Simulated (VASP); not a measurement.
# Ag (Fm-3m) in VASP: a series of runs, part 2 of 2

VASP 6.6.1. The steps go on from the part before.

### Step 3. Band structure, LDA

File INCAR:

```
PREC = Accurate ; ENCUT = 520
EDIFF = 1E-6 ; ISMEAR = 1
SIGMA = 0.1 ; LREAL = False
LASPH = True ; NELM = 80
ALGO = Normal ; ISIF = 2
LWAVE = False ; LCHARG = False
LMAXMIX = 4 ; GGA = CA
KPAR = 4
```

File KPOINTS:

```
Automatic mesh
0
Gamma
  16 16 16
```

File POSCAR:

```
Ag                                      
1.0
    0.0000000000      2.0257627213      2.0257627213
    2.0257627213      0.0000000000      2.0257627213
    2.0257627213      2.0257627213      0.0000000000
  Ag            
     1
Direct
     0.0000000000000000    0.0000000000000000    0.0000000000000000
```

KPOINTS_OPT is that of step 2.

Potentials or basis: VASP PAW LDA potentials, release 64 (Ag).

Command:

```sh
cat potpaw_LDA.64/Ag/POTCAR > POTCAR
mpirun -np 4 vasp_std > vasp.out
```

OUTCAR:

```text
PREC = Accurate
   ENCUT = 520
   EDIFF = 1E-6
   ISMEAR = 1
   LREAL = False
   LASPH = True
   NELM = 80
   ISIF = 2
   GGA = CA

 ion  position               nearest neighbor table
   1  0.000  0.000  0.000-

  LATTYP: Found a face centered cubic cell.
 ALAT       =     4.0515254426

  Lattice vectors:

 A1 = (   0.0000000000,   2.0257627213,   2.0257627213)
 A2 = (   2.0257627213,   0.0000000000,   2.0257627213)
 A3 = (   2.0257627213,   2.0257627213,   0.0000000000)

[... 467 lines left out ...]
      9      27.6534      0.00000

 [... further k-points ...]

------------------------ aborting loop because EDIFF is reached ----------------------------------------

  FORCE on cell =-STRESS in cart. coord.  units (eV):
  Direction    XX          YY          ZZ          XY          YZ          ZX
  --------------------------------------------------------------------------------------
  -------------------------------------------------------------------------------------
  Total       -0.4726274     -0.4726274     -0.4726274      0.0000000     -0.0000000      0.0000000
  in kB      -45.5442725    -45.5442725    -45.5442725      0.0000000     -0.0000000      0.0000000
  external PRESSURE =     -45.5442725 kB  Pullay stress =       0.0000000 kB

 VOLUME and BASIS-vectors are now :
 -----------------------------------------------------------------------------
  energy-cutoff  :      520.00
  volume of cell :       16.63
      direct lattice vectors                 reciprocal lattice vectors
     0.000000000  2.025762721  2.025762721    -0.246820615  0.246820615  0.246820615
     2.025762721  0.000000000  2.025762721     0.246820615 -0.246820615  0.246820615
     2.025762721  2.025762721  0.000000000     0.246820615  0.246820615 -0.246820615

 POSITION                                       TOTAL-FORCE (eV/Angst)
 -----------------------------------------------------------------------------------
      0.00000      0.00000      0.00000        -0.000000      0.000000      0.000000
 -----------------------------------------------------------------------------------
    total drift:                               -0.000000      0.000000      0.000000

  FREE ENERGIE OF THE ION-ELECTRON SYSTEM (eV)
  ---------------------------------------------------
  free  energy   TOTEN  =        -3.7744827639 eV

  energy  without entropy=       -3.7737656098  energy(sigma->0) =       -3.77424371
```

stdout:

```text
POSCAR found type information on POSCAR Ag
 POSCAR found :  1 types and       1 ions
 scaLAPACK will be used
 LDA part: xc-table for (Slater(with rela. corr.)+CA(PZ))
 , standard interpolation
 POSCAR, INCAR and KPOINTS ok, starting setup
 FFT: planning ... GRIDC
 FFT: planning ... GRID_SOFT
 FFT: planning ... GRID
 WAVECAR not read
 entering main loop
 Start KPOINTS_OPT (optional k-point list driver)
k-point batch [1-145\202]
k-point batch [146-202\202]
```

It took 5.9 s on 4 MPI ranks of Intel Xeon Platinum 8259CL at 2.50GHz (Skylake/Cascade Lake), shared host; peak memory 0.15 GiB.

What came out:

* Free energy: -3.7745 eV
* Pressure: -4.6 GPa
* Band gap along the path: none (metal or under the smearing width)

Levels at the corners of the path, in eV from the Fermi level:
```csv
point,band 1,band 2,band 3,band 4,band 5,band 6,band 7,band 8,band 9
Γ,-7.96,-4.81,-4.81,-4.81,-3.71,-3.71,16.13,19.78,19.78
X,-6.53,-6.39,-2.90,-2.65,-2.65,1.57,6.97,10.74,10.74
X,-6.53,-6.39,-2.90,-2.65,-2.65,1.57,6.97,10.74,10.74
W,-5.74,-5.11,-5.11,-3.71,-2.65,6.07,6.07,7.12,8.43
W,-5.74,-5.11,-5.11,-3.71,-2.65,6.07,6.07,7.12,8.43
K,-6.08,-5.64,-4.07,-3.48,-2.95,4.38,5.35,7.35,12.92
K,-6.08,-5.64,-4.07,-3.48,-2.95,4.38,5.35,7.35,12.92
Γ,-7.96,-4.81,-4.81,-4.81,-3.71,-3.71,16.13,19.78,19.78
Γ,-7.96,-4.81,-4.81,-4.81,-3.71,-3.71,16.13,19.78,19.78
L,-6.50,-4.83,-4.83,-2.87,-2.87,-0.45,3.77,15.39,18.04
L,-6.50,-4.83,-4.83,-2.87,-2.87,-0.45,3.77,15.39,18.04
U,-6.08,-5.64,-4.07,-3.48,-2.95,4.38,5.35,7.35,12.92
U,-6.08,-5.64,-4.07,-3.48,-2.95,4.38,5.35,7.35,12.92
W,-5.74,-5.11,-5.11,-3.71,-2.65,6.07,6.07,7.12,8.43
W,-5.74,-5.11,-5.11,-3.71,-2.65,6.07,6.07,7.12,8.43
L,-6.50,-4.83,-4.83,-2.87,-2.87,-0.45,3.77,15.39,18.04
L,-6.50,-4.83,-4.83,-2.87,-2.87,-0.45,3.77,15.39,18.04
K,-6.08,-5.64,-4.07,-3.48,-2.95,4.38,5.35,7.35,12.92
U,-6.08,-5.64,-4.07,-3.48,-2.95,4.38,5.35,7.35,12.92
X,-6.53,-6.39,-2.90,-2.65,-2.65,1.57,6.97,10.74,10.74
```

### Step 4. Band structure, r2SCAN

INCAR: that of step 3 with these lines changed.

```diff
@@ -6,3 +6,3 @@
 LWAVE = False ; LCHARG = False
-LMAXMIX = 4 ; GGA = CA
-KPAR = 4
+LMAXMIX = 4 ; METAGGA = R2SCAN
+LMIXTAU = True ; KPAR = 4
```

KPOINTS is that of step 3.

POSCAR is that of step 3.

KPOINTS_OPT is that of step 3.

Potentials or basis: VASP PAW PBE potentials, release 64 (Ag).

Command:

```sh
cat potpaw_PBE.64/Ag/POTCAR > POTCAR
mpirun -np 4 vasp_std > vasp.out
```

It took 28 s on 4 MPI ranks of Intel Xeon Platinum 8259CL at 2.50GHz (Skylake/Cascade Lake), shared host; peak memory 0.16 GiB.

The run converged. Its results:

| Quantity | Value |
| --- | --- |
| Free energy | -21.3491 eV |
| Pressure | 4.7 GPa |
| Band gap along the path | none (metal or under the smearing width) |

Levels at the corners of the path, in eV from the Fermi level:
```
point  band 1  band 2  band 3  band 4  band 5  band 6  band 7  band 8  band 9
    Γ   -8.11   -5.19   -5.19   -5.19   -4.09   -4.09   16.77   20.65   20.65
    X   -6.92   -6.79   -3.28   -3.01   -3.01    1.76    7.23   11.33   11.33
    X   -6.92   -6.79   -3.28   -3.01   -3.01    1.76    7.23   11.33   11.33
    W   -6.12   -5.47   -5.47   -4.08   -3.01    6.35    6.35    7.54    8.67
    W   -6.12   -5.47   -5.47   -4.08   -3.01    6.35    6.35    7.54    8.67
    K   -6.47   -6.01   -4.41   -3.86   -3.31    4.59    5.64    7.63   13.55
    K   -6.47   -6.01   -4.41   -3.86   -3.31    4.59    5.64    7.63   13.55
    Γ   -8.11   -5.19   -5.19   -5.19   -4.09   -4.09   16.77   20.65   20.65
    Γ   -8.11   -5.19   -5.19   -5.19   -4.09   -4.09   16.77   20.65   20.65
    L   -6.85   -5.22   -5.22   -3.24   -3.24   -0.36    3.91   16.00   18.95
    L   -6.85   -5.22   -5.22   -3.24   -3.24   -0.36    3.91   16.00   18.95
    U   -6.47   -6.01   -4.41   -3.86   -3.31    4.59    5.64    7.63   13.55
    U   -6.47   -6.01   -4.41   -3.86   -3.31    4.59    5.64    7.63   13.55
    W   -6.12   -5.47   -5.47   -4.08   -3.01    6.35    6.35    7.54    8.67
    W   -6.12   -5.47   -5.47   -4.08   -3.01    6.35    6.35    7.54    8.67
    L   -6.85   -5.22   -5.22   -3.24   -3.24   -0.36    3.91   16.00   18.95
    L   -6.85   -5.22   -5.22   -3.24   -3.24   -0.36    3.91   16.00   18.95
    K   -6.47   -6.01   -4.41   -3.86   -3.31    4.59    5.64    7.63   13.55
    U   -6.47   -6.01   -4.41   -3.86   -3.31    4.59    5.64    7.63   13.55
    X   -6.92   -6.79   -3.28   -3.01   -3.01    1.76    7.23   11.33   11.33
```

Caveat: the PAW data sets were made with another functional, which shifts forces and pressure a little.

### Step 5. Overview

| level | potentials or basis | pressure (GPa) |
| --- | --- | --- |
| PBE | VASP PAW PBE potentials, release 64 (Ag) | 7.7 |
| LDA | VASP PAW LDA potentials, release 64 (Ag) | -4.6 |
| r2SCAN | VASP PAW PBE potentials, release 64 (Ag) | 4.7 |

Alike in all rows: task band structure; no spin polarisation; cell as given; k mesh 16 × 16 × 16; cutoff (eV) 520; smearing methfessel-paxton 0.1 eV.

Caveats: the PAW data sets were made with another functional, which shifts forces and pressure a little (some runs).

Absolute energies hang on the potentials; compare differences alone.
